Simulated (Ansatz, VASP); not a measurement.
# InSe in two plane-wave programs

One calculation is typed for both programs; each brings its own data sets and cutoff. How far apart do they land?

Calculated with Ansatz 0.2.0; plane waves, with VASP 6.6.1 beside it; single point at LDA.

### Step 1. Starting point

Symmetry: P-6m2, No. 187, hexagonal system. Conventional cell: a = 4.047 Å, b = 4.047 Å, c = 18.052 Å, α = 90.00°, β = 90.00°, γ = 120.00°. Nearest to In lie 3 Se at 2.65 Å and 1 In at 2.79 Å. Nearest to Se lie 3 In at 2.65 Å. Se has 3 In at 2.65 Å nearest. Farther neighbours and most contacts between anions are not listed.

Structure file:

```cif
data_structure
_symmetry_space_group_name_H-M 'P-6m2'
_symmetry_Int_Tables_number 187
_cell_length_a 4.0473
_cell_length_b 4.0473
_cell_length_c 18.0521
_cell_angle_alpha 90.000
_cell_angle_beta 90.000
_cell_angle_gamma 120.000
_cell_volume 256.09
loop_
_atom_site_label
_atom_site_type_symbol
_atom_site_symmetry_multiplicity
_atom_site_Wyckoff_symbol
_atom_site_fract_x
_atom_site_fract_y
_atom_site_fract_z
_atom_site_occupancy
In1 In 2 g 0.00000 0.00000 0.57739 1
In2 In 2 h 0.33333 0.66667 0.92261 1
Se1 Se 2 i 0.66667 0.33333 0.85300 1
Se2 Se 2 h 0.33333 0.66667 0.64702 1
```

### Step 2. VASP: single point, LDA

A single point gives forces, pressure and levels at one fixed geometry, so differences don't come from the geometry; what else differs is listed under the comparison.

Lines of VASP's logs that name or quote its potential files are left out, and so is its time.

Input file INCAR:

```
SYSTEM = InSe
PREC = Accurate
ENCUT = 400
EDIFF = 1E-07
NELM = 100
ISMEAR = 0
SIGMA = 0.01
LREAL = .FALSE.
ALGO = Normal
GGA = CA
NBANDS = 47
LORBIT = 11
LWAVE = .FALSE.
LCHARG = .FALSE.
KPAR = 2
```

Input file POSCAR:

```
InSe
1.0
    4.0473293151      0.0000000000      0.0000000000
   -2.0236646576      3.5050900044      0.0000000000
    0.0000000000      0.0000000000     18.0520649100
In Se
4 4
Direct
    0.0000000000      0.0000000000      0.5773936800
    0.0000000000      0.0000000000      0.4226063200
    0.3333333300      0.6666666700      0.9226095100
    0.3333333300      0.6666666700      0.0773904900
    0.6666666700      0.3333333300      0.8530000700
    0.6666666700      0.3333333300      0.1469999300
    0.3333333300      0.6666666700      0.6470157200
    0.3333333300      0.6666666700      0.3529842800
```

Input file KPOINTS:

```
Automatic mesh
0
Gamma
7 7 2
0 0 0
```

The projector-augmented-wave data sets are In_d and Se (PBE family, release 64).

Run with:

```bash
$ mpirun -np 2 vasp_std
```

Numbers of over 12 decimals in the logs are rounded to 6 here.

The log of the run:

```text
[banner, memory and clock lines left out]
running    2 mpi-ranks, on    1 nodes
 distrk:  each k-point on    1 cores,    2 groups
 distr:  one band on    1 cores,    1 groups

 POSCAR found type information on POSCAR InSe
 POSCAR found :  2 types and       8 ions
|                                                                             |
|               ----> ADVICE to this user running VASP <----                  |
|                                                                             |
|     You enforced a specific xc type in the INCAR file but a different       |
|     [... a line on the potential file left out ...]
|     I HOPE YOU KNOW WHAT YOU ARE DOING!                                     |
|                                                                             |

 LDA part: xc-table for (Slater(with rela. corr.)+CA(PZ))
 , standard interpolation
 POSCAR, INCAR and KPOINTS ok, starting setup
 FFT: planning ... GRIDC
 FFT: planning ... GRID_SOFT
 FFT: planning ... GRID
 WAVECAR not read
 entering main loop
       N       E                     dE             d eps       ncg     rms          rms(c)
DAV:   1     0.700846522371E+03    0.70085E+03   -0.29270E+04  1504   0.146E+03
DAV:   2     0.688971048781E+02   -0.63195E+03   -0.61297E+03  1534   0.405E+02
DAV:   3    -0.281134196112E+02   -0.97011E+02   -0.94256E+02  1821   0.180E+02
DAV:   4    -0.342041352188E+02   -0.60907E+01   -0.60464E+01  1776   0.455E+01
DAV:   5    -0.344580447350E+02   -0.25391E+00   -0.25380E+00  1914   0.900E+00    0.102E+01
DAV:   6    -0.334127078321E+02    0.10453E+01   -0.19017E+00  2010   0.197E+01    0.548E+00
DAV:   7    -0.333338686156E+02    0.78839E-01   -0.96165E-01  2198   0.632E+00    0.145E+00
DAV:   8    -0.333244196400E+02    0.94490E-02   -0.10450E-01  2195   0.322E+00    0.120E+00
DAV:   9    -0.333234516310E+02    0.96801E-03   -0.14765E-02  1901   0.499E-01    0.637E-01
DAV:  10    -0.333220216232E+02    0.14300E-02   -0.25529E-03  2156   0.562E-01    0.186E-01
DAV:  11    -0.333220306234E+02   -0.90002E-05   -0.80589E-04  1970   0.175E-01    0.248E-02
DAV:  12    -0.333220353169E+02   -0.46935E-05   -0.73325E-05  2360   0.522E-02    0.317E-02
DAV:  13    -0.333220365734E+02   -0.12565E-05   -0.47337E-06  2010   0.116E-02    0.460E-03
DAV:  14    -0.333220365681E+02    0.52787E-08   -0.90140E-07  2048   0.932E-03
   1 F= -.33322037E+02 E0= -.33322037E+02  d E =-.230237E-24
```

From OUTCAR (step 2):

```text
ion  position               nearest neighbor table
   1  0.000  0.000  0.577-   7 2.65   7 2.65   7 2.65   2 2.79
   2  0.000  0.000  0.423-   8 2.65   8 2.65   8 2.65   1 2.79
   3  0.333  0.667  0.923-   5 2.65   5 2.65   5 2.65   4 2.79
   4  0.333  0.667  0.077-   6 2.65   6 2.65   6 2.65   3 2.79
   5  0.667  0.333  0.853-   3 2.65   3 2.65   3 2.65
   6  0.667  0.333  0.147-   4 2.65   4 2.65   4 2.65
   7  0.333  0.667  0.647-   1 2.65   1 2.65   1 2.65
   8  0.333  0.667  0.353-   2 2.65   2 2.65   2 2.65

  LATTYP: Found a hexagonal cell.
 ALAT       =     4.0473293151
 C/A-ratio  =     4.4602411874

 Subroutine GETGRP returns: Found 12 space group operations
 (whereof 12 operations were pure point group operations)

The static configuration has the point symmetry D_3h.

 Found     16 irreducible k-points:

   k-points           NKPTS =     16   k-points in BZ     NKDIM =     16   number of bands    NBANDS=     47

   dimension x,y,z NGX =    28 NGY =   28 NGZ =  120
   dimension x,y,z NGXF=    56 NGYF=   56 NGZF=  240

   ENCUT  =  400.0 eV  29.40 Ry    5.42 a.u.   6.60  6.60 29.44*2*pi/ulx,y,z

   NELECT =      76.0000    total number of electrons

 k-points in reciprocal lattice and weights: Automatic mesh
   0.00000000  0.00000000  0.00000000       0.010
   0.14285714 -0.00000000  0.00000000       0.061
   0.28571429  0.00000000  0.00000000       0.061
   0.42857143  0.00000000  0.00000000       0.061
   0.14285714  0.14285714  0.00000000       0.061
   0.28571429  0.14285714  0.00000000       0.122
   0.42857143  0.14285714  0.00000000       0.061
   0.28571429  0.28571429  0.00000000       0.061
   0.00000000  0.00000000  0.50000000       0.010
[...]
0.42857143  0.14285714  0.50000000       0.061
   0.28571429  0.28571429  0.50000000       0.061

 average (electrostatic) potential at core
       1 -97.8445       2 -97.8445       3 -97.8422       4 -97.8422       5 -54.8049
       6 -54.8049       7 -54.8077       8 -54.8077

 E-fermi :   2.8077

 k-point     1 :       0.0000    0.0000    0.0000
  band No.  band energies     occupation
    ...
     34       1.7442      2.00000
     35       1.7442      2.00000
     36       1.7942      2.00000
     37       1.7942      2.00000
     38       2.7392      2.00000
     39       3.2500      0.00000
     40       4.0969      0.00000
     41       4.7959      0.00000
     42       4.8388      0.00000
     43       7.1132      0.00000
    ...

 k-point     2 :       0.1429   -0.0000    0.0000
  band No.  band energies     occupation
    ...
     34       1.4819      2.00000
     35       1.5238      2.00000
     36       1.5920      2.00000
     37       2.0017      2.00000
     38       2.6559      2.00000
     39       4.2664      0.00000
     40       4.7270      0.00000
     41       5.5231      0.00000
     42       5.5996      0.00000
     43       6.4002      0.00000
    ...

 k-point     3 :       0.2857    0.0000    0.0000
  band No.  band energies     occupation
    ...
     34       1.0296      2.00000
     35       1.1026      2.00000
     36       1.1883      2.00000
     37       1.9914      2.00000
     38       2.2110      2.00000
     39       4.6604      0.00000
     40       4.7351      0.00000
     41       4.9129      0.00000
     42       5.0281      0.00000
     43       6.8125      0.00000
    ...

  Total       -3.4820395     -3.4820395     -3.1917888      0.0000000      0.0000000     -0.0000000
  in kB      -21.7846040    -21.7846040    -19.9687153      0.0000000      0.0000000     -0.0000000
  external PRESSURE =     -21.1793078 kB  Pullay stress =       0.0000000 kB

  energy-cutoff  :      400.00
  volume of cell :      256.09
      direct lattice vectors                 reciprocal lattice vectors
     4.047329315  0.000000000  0.000000000     0.247076510  0.142649689  0.000000000
    -2.023664658  3.505090004  0.000000000     0.000000000  0.285299379  0.000000000
     0.000000000  0.000000000 18.052064910     0.000000000  0.000000000  0.055395325

 POSITION                                       TOTAL-FORCE (eV/Angst)
 -----------------------------------------------------------------------------------
      0.00000      0.00000     10.42315         0.000000      0.000000     -0.040877
      0.00000      0.00000      7.62892         0.000000      0.000000      0.040877
     -0.00000      2.33673     16.65501         0.000000     -0.000000      0.041164
     -0.00000      2.33673      1.39706         0.000000     -0.000000     -0.041164
      2.02366      1.16836     15.39841        -0.000000      0.000000      0.110407
      2.02366      1.16836      2.65365        -0.000000      0.000000     -0.110407
     -0.00000      2.33673     11.67997        -0.000000      0.000000     -0.110277
     -0.00000      2.33673      6.37210        -0.000000      0.000000      0.110277
 -----------------------------------------------------------------------------------
    total drift:                                0.000018     -0.000010      0.000000

  FREE ENERGIE OF THE ION-ELECTRON SYSTEM (eV)
  ---------------------------------------------------
  free  energy   TOTEN  =       -33.3220365681 eV

  energy  without entropy=      -33.3220365681  energy(sigma->0) =      -33.32203657

 total charge
# of ion       s       p       d       tot
------------------------------------------
    1        0.868   0.670   9.887  11.425
    2        0.868   0.670   9.887  11.425
    3        0.868   0.670   9.887  11.425
    4        0.868   0.670   9.887  11.425
    5        1.477   2.312   0.021   3.811
    6        1.477   2.312   0.021   3.811
    7        1.477   2.312   0.021   3.811
    8        1.477   2.312   0.021   3.811
--------------------------------------------------
tot          9.381  11.928  39.636  60.944

[... 3 further parts left out ...]
```

The PAW data sets were made with PBE, though LDA sets exist; this is a small mismatch.

### Step 3. Ansatz: single point, LDA

Ansatz runs on its default PAW (the set named soft_2) files.

The same cell, functional (in two slightly different forms), mesh and smearing now go to Ansatz, which takes its cutoff from its data sets.

Input file input.yaml:

```yaml
crystal:
  lattice:
    - [4.0473293151, 0.0, 0.0]
    - [-2.0236646576, 3.5050900044, 0.0]
    - [0.0, 0.0, 18.05206491]
  atoms:
    - { symbol: In, position: [0.0, 0.0, 0.57739368] }
    - { symbol: In, position: [0.0, 0.0, 0.42260632] }
    - { symbol: In, position: [0.33333333, 0.66666667, 0.92260951] }
    - { symbol: In, position: [0.33333333, 0.66666667, 0.07739049] }
    - { symbol: Se, position: [0.66666667, 0.33333333, 0.85300007] }
    - { symbol: Se, position: [0.66666667, 0.33333333, 0.14699993] }
    - { symbol: Se, position: [0.33333333, 0.66666667, 0.64701572] }
    - { symbol: Se, position: [0.33333333, 0.66666667, 0.35298428] }
hamiltonian:
  xc: lda
  pseudopotentials: { kind: paw }
kpoints:
  mp_grid: { grid: [7, 7, 2] }
scf:
  occupations: { method: gaussian, width: 0.01 }
  n_extra_bands: 6
output:
  forces: true
  stress: true
  eigenvalues: true
  write_density: true
  write_potential: true
  elf: true
  volumetric_format: npy
```

Run with:

```bash
$ ansatz run input.yaml --threads 4 --pin off --max-ram 9216MiB --backend cpu --events-out ev --progress --plain --runs-dir out
```

The log of the run:

```text
scf.n_extra_bands = 6 over 58 filled bands (N_el = 116.0): the run solves 64 bands
Engine: ansatz 0.2.0, aarch64-unknown-linux-gnu
Pseudopotentials: kind: paw
Pseudopotential: In, paw, valence charge 13, recommended cutoff 420 eV (normal), In.paw.azcp
Pseudopotential: Se, paw, valence charge 16, recommended cutoff 420 eV (normal), Se.paw.azcp
Functional definition: SPW92
  exchange = slater_x
  correlation = pw_c
Crystal: 8 atoms, lattice volume = 256.091 Å³
Basis set: ecut = 420 eV, 4981 PW (Γ)
Bands: 64, of which v1, the nominal top of the filled ones, is band 58 counted from 1 (57 counted from 0)
Symmetry: 12 space group operations
Space group: P-6m2 (ITA 187), of the structure as read, at distance tolerance 6.4e-5 Å
k-points: 16 of 98 (time reversal used)
Non-local potential: In, projectors of the file, l = 0: 2, l = 1: 2, l = 2: 2, l = 3: 2
Non-local potential: Se, projectors of the file, l = 0: 2, l = 1: 2, l = 2: 3, l = 3: 1
PAW form: soft (Blöchl's): semilocal exchange-correlation on the pseudo side does not see the compensation charge
PAW frozen core: In, regenerated for the run's functional, and the local potential with it (the file was generated under x = pbe(κ = 0.804, μ = 0.219515), c = pbe(β = 0.066725))
PAW frozen core: Se, regenerated for the run's functional, and the local potential with it (the file was generated under x = pbe(κ = 0.804, μ = 0.219515), c = pbe(β = 0.066725))
PAW one-centre angular grid: In, 590 points (default); XC on 64 Gauss nodes
PAW one-centre angular grid: Se, 590 points (default); XC on 64 Gauss nodes
Initial density: superposition of atomic densities (neutral atoms: chi_scale 0, normalization atom), corrected by the library's trained network
Initial wavefunctions: pseudopotential atomic-orbital guess
Functional: x = slater, c = lda
SCF iter   1: F=—  HF=-43365.305480 eV  |F-HF|=—  |Δ(HF+E_count)|=         —  Δρ=6.62e-3  dr2=1.10e-1  ethr=1.77e-3  ⟨swp⟩=6.2  Hψ=4223  notcnv=0
preconditioner: auto → Resta (q_TF=auto, 2.391 Å⁻¹)  ε∞=3.6  [insulator: Δε(μ)=0.483 eV  Ē_g=12.540 eV  σ=0.010 eV  W_gap=1.00  n_scr=66 (ndim 8)  ℏωp=20.2 eV  f_vac=0.164  D(μ)=0.00/eV (n_scr^D=0)  ε∞_Penn≈3.6]
SCF iter   2: F=—  HF=-43365.277477 eV  |F-HF|=—  |Δ(HF+E_count)|=   2.80e-2  Δρ=2.77e-3  dr2=1.18e-2  ethr=9.52e-5  ⟨swp⟩=3.6  Hψ=1947  notcnv=0  defer=32
SCF iter   3: F=—  HF=-43365.275031 eV  |F-HF|=—  |Δ(HF+E_count)|=   2.45e-3  Δρ=8.67e-4  dr2=1.72e-3  ethr=1.02e-5  ⟨swp⟩=2.0  Hψ=1664  notcnv=0  defer=32
SCF iter   4: F=—  HF=-43365.274847 eV  |F-HF|=—  |Δ(HF+E_count)|=   1.85e-4  Δρ=2.39e-4  dr2=1.78e-4  ethr=1.48e-6  ⟨swp⟩=2.0  Hψ=1246  notcnv=0  defer=32
SCF iter   5: F=—  HF=-43365.274859 eV  |F-HF|=—  |Δ(HF+E_count)|=   1.21e-5  Δρ=5.73e-5  dr2=1.15e-5  ethr=1.53e-7  ⟨swp⟩=2.0  Hψ=1158  notcnv=0  defer=32
SCF iter   6: F=—  HF=-43365.274841 eV  |F-HF|=—  |Δ(HF+E_count)|=   1.77e-5  Δρ=1.26e-5  dr2=6.74e-7  ethr=9.90e-9  ⟨swp⟩=2.1  Hψ=1252  notcnv=0  defer=32
SCF iter   7: F=-43365.274841 eV  HF=-43365.274841 eV  |F-HF|=3.85e-8  |Δ(HF+E_count)|=   2.41e-7  Δρ=3.62e-6  dr2=5.14e-8  ethr=8.62e-11  ⟨swp⟩=13.2  Hψ=7857  notcnv=0
SCF 1 converged in 7 iterations: F = -43365.274841 eV  dr2 = 5.14e-8
  Residual-converged pass: ⟨swp⟩=1.1  Hψ=1089  notcnv=0  max |occ|·‖R‖ = 7.0e-9 eV (tolerance 1.0e-8 eV)  dr2=5.14e-8  dr2_onsite=1.05e-8  max |Δocc| = 1.6e-282
  greatest PAW one-centre occupation: 1.000 electrons in one spin orbital (limit 2), on the Se atom at site 7 (counted from 0), in its partial waves of l = 2
SCF converged after 7 iterations
Free energy (F): -43365.274841 eV
Harris-Foulkes:  -43365.274841 eV  (|F-HF|=3.85e-8)
Internal energy: -43365.274841 eV  (E = F + TS)
E sigma→0 (E₀):  -43365.274841 eV
Fermi energy:    5.868220 eV
--- Per-component energies (eV) ---
  E_band       = -1990.886196
  E_kinetic    = 1447.922539
  E_local      = -17012.299896  (includes V_loc(G=0)·N_el)
  E_nonlocal   = -875.569720
  E_hartree    = 7802.238710
  E_xc         = -1265.377977
  E_vxc        = -794.377173  (∫ρ·V_xc dr)
  E_paw        = -23370.516451  (= ΣΔE_a)
  E_vpaw       = -361.046365  (= ΣTr[D̂ρ^β])
  E_aug_tail   = -0.002354  (compensation charges beyond the density's cutoff)
  E_ewald      = -10101.677288
  E_core_change = 10.007595  (= ΣΔE_core)
  E_smearing   = -0.000000  (= −TS)
  E_closure    = -0.000000  (closes the sum)
  Σ components = -43365.274841   (vs F -43365.274841, Δ=0.00e0)
--- Forces (eV/Å), atoms counted from 1 ---
  atom   1  In    -0.00000000     0.00000000    -0.01441972
  atom   2  In    -0.00000000     0.00000000     0.01441972
  atom   3  In    -0.00000000     0.00000000     0.01434197
  atom   4  In    -0.00000000     0.00000000    -0.01434197
  atom   5  Se     0.00000000     0.00000000     0.15342151
  atom   6  Se     0.00000000     0.00000000    -0.15342151
  atom   7  Se     0.00000000    -0.00000000    -0.15299450
  atom   8  Se     0.00000000    -0.00000000     0.15299450
  max |Σ_I F_I| component: 4.16e-17 eV/Å
--- Stress (GPa, compression-positive) ---
       -2.336864       0.000000       0.000000
        0.000000      -2.336864       0.000000
        0.000000       0.000000      -2.130686
  P = ⅓ Tr σ = -2.2681 GPa (-22.681 kbar)
--- Band table (eV; the first three rows and the last of 16) ---
  k-point 0: bands = [... 54 lower, 4.6317, 4.6816, 4.6816, 5.6182, 6.1182, 6.9729, 7.6749, 7.7227, ... 2 higher]
  k-point 1: bands = [... 54 lower, 4.6641, 4.6641, 5.0057, 5.0174, 6.6470, 6.6623, 7.7027, 7.7090, ... 2 higher]
  k-point 2: bands = [... 54 lower, 4.4126, 4.4806, 4.8851, 5.5339, 7.1332, 7.5966, 8.4053, 8.4846, ... 2 higher]
  k-point 15: bands = [... 54 lower, 3.8128, 3.8299, 4.2184, 4.2477, 7.7709, 7.7935, 8.1378, 8.1532, ... 2 higher]
```

Wall time 7.3 s (4 threads of Arm Neoverse V2, shared host); peak memory 0.75 GiB.

The run ends at a pressure of -2.27 GPa, with forces up to 0.15 eV/Å.

### Step 4. Side by side

Known differences besides the potentials themselves: the two LDA forms differ slightly; the data sets hold 116 valence electrons in Ansatz (default PAW (the set named soft_2) files) and 76 in VASP; the cutoff is 420 eV in Ansatz and 400 eV in VASP; Ansatz makes its cores anew for this functional, VASP keeps those of its PBE data sets; VASP's log shows a relativistic correction to its local exchange, Ansatz's none. Total energies have different zeros and are not compared.

Compared:

| quantity | Ansatz | VASP | difference |
| --- | --- | --- | --- |
| pressure (GPa) | -2.27 | -2.12 | -0.15 |
| gap on the k mesh (eV) | 0.500 | 0.511 | -0.011 |

Forces (eV/Å; atoms numbered as in POSCAR):

| atom | Ansatz x, y, z | VASP x, y, z |
| --- | --- | --- |
| In1 | 0.000, 0.000, -0.014 | 0.000, 0.000, -0.041 |
| In2 | 0.000, 0.000, 0.014 | 0.000, 0.000, 0.041 |
| In3 | 0.000, 0.000, 0.014 | 0.000, 0.000, 0.041 |
| In4 | 0.000, 0.000, -0.014 | 0.000, 0.000, -0.041 |
| Se5 | 0.000, 0.000, 0.153 | 0.000, 0.000, 0.110 |
| Se6 | 0.000, 0.000, -0.153 | 0.000, 0.000, -0.110 |
| Se7 | 0.000, 0.000, -0.153 | 0.000, 0.000, -0.110 |
| Se8 | 0.000, 0.000, 0.153 | 0.000, 0.000, 0.110 |

The forces differ by 21 meV/Å r.m.s., which is 42.9 % of the r.m.s. force of 0.05 eV/Å (both taken over all components). A gap on the mesh is an upper bound, since the band edges may lie between its points.

### Step 5. What the set-up changes

Further runs change the set-up of one program: Ansatz's method, potentials or start, or VASP's data sets, cutoff or form of LDA. The table gives Ansatz less VASP for each quantity, since a change that brings one quantity closer may part another.

| run | r.m.s. force difference (meV/Å) | pressure (GPa) | gap on the k mesh (eV) |
| --- | --- | --- | --- |
| as above | 21 | -0.15 | -0.011 |
| cores kept as stored | 18 | -0.13 | -0.0089 |
| Ansatz's larger PAW set (cutoff 620 eV) | 20 | -0.14 | -0.0097 |
| norm-conserving potentials (cutoff 1170 eV) | 23 | -0.16 | -0.017 |

### Step 6. Results

```yaml
r_m_s_force_difference_single_point_lda: 21 meV/Å
```

**Reading.** The r.m.s. force difference is 21 meV/Å (single point, LDA), beyond the 12 meV/Å picked in this series as the mark of a large difference. Single point, LDA, norm-conserving potentials (cutoff 1170 eV): the difference in gap on the k mesh goes from -0.011 to -0.017 eV. 1 further run of this series is not shown here. How closely two codes agree says nothing of how well the functional describes the real material.

[Lines on the potential files, build, host, timing and source positions are cut from VASP's logs without a mark.]

[Logs are printed without paths, hosts, clocks, repeated set-up lines and the standing remarks that a program may print on its own settings, such as how far it seeks lower states.]

[Hosts, paths, dates, database ids (printed as entryN), source tags and the programs' standing remarks are cut or masked in the printed files.]

[VASP's PBE data sets in a run with another functional are called a small mismatch above; for pressures it isn't always small: they can move by 1 GPa and more.]
